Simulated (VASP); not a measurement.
Write the native input for VASP 6.6.1 that does the following.

```yaml
Task: single point
Functional: r2SCAN
Potentials_or_basis: VASP PAW PBE potentials, release 64 (Cd, Te)
Cutoff: 520 eV
k_mesh: 8 × 8 × 8
Occupations: gaussian, width 0.01 eV
Spin: no spin polarisation
Dipole_correction: no
Further_INCAR_settings: ALGO = Normal; EDIFF = 1e-07; NBANDS = 16
```

CdTe:

```
CELL_PARAMETERS angstrom
0.00000 3.27882 3.27882
3.27882 0.00000 3.27882
3.27882 3.27882 0.00000
ATOMIC_POSITIONS crystal
Cd 0.00000 0.00000 0.00000
Te 0.25000 0.25000 0.25000
```

The cell isn't the ideal one: cell and atoms relaxed tightly for response.

The input as run:

POSCAR

```
CdTe
1.0
    0.0000000000      3.2788207679      3.2788207679
    3.2788207679      0.0000000000      3.2788207679
    3.2788207679      3.2788207679      0.0000000000
Cd Te
1 1
Direct
    0.0000000000      0.0000000000      0.0000000000
    0.2500000000      0.2500000000      0.2500000000
```

INCAR.step1

```
  PREC = Accurate
  ENCUT = 520
  ISMEAR = 0
  SIGMA = 0.01
  LREAL = F
  LASPH = T
  NELM = 100
  NBANDS = 16
  GGA = PE
  ALGO = Normal
  EDIFF = 1E-4
  LWAVE = T
  LCHARG = F
```

INCAR.step2

```
  PREC = Accurate
  ENCUT = 520
  EDIFF = 1E-7
  ISMEAR = 0
  SIGMA = 0.01
  LREAL = F
  LASPH = T
  NELM = 100
  ALGO = Normal
  ISIF = 2
  LWAVE = F
  LCHARG = T
  METAGGA = R2SCAN
  LMIXTAU = T
  LELF = T
  LVHAR = T
  NBANDS = 16
  ISTART = 1
```

KPOINTS

```
regular mesh
0
Gamma
  8 8 8
```

Potentials or basis: VASP PAW PBE potentials, release 64 (Cd, Te).

The run is started by

```sh
$ cat potpaw_PBE.64/Cd/POTCAR potpaw_PBE.64/Te/POTCAR > POTCAR
$ cp INCAR.step1 INCAR
$ mpirun -np 1 vasp_std > vasp.out
$ cp INCAR.step2 INCAR
$ mpirun -np 1 vasp_std > vasp.out
```

It gave:

```json
{
 "Pressure": "0.1 GPa",
 "Band gap on the k mesh": "1.16 eV, direct"
}
```

Caveat: the PAW data sets were made with another functional, which shifts forces and pressure a little; spin-orbit coupling is left out, which moves the levels of the heavy elements.

Run time: 54 s on 1 thread of Intel(R) Xeon(R) 6975P-C (Granite Rapids), with other jobs on the host, peak memory 0.23 GiB.
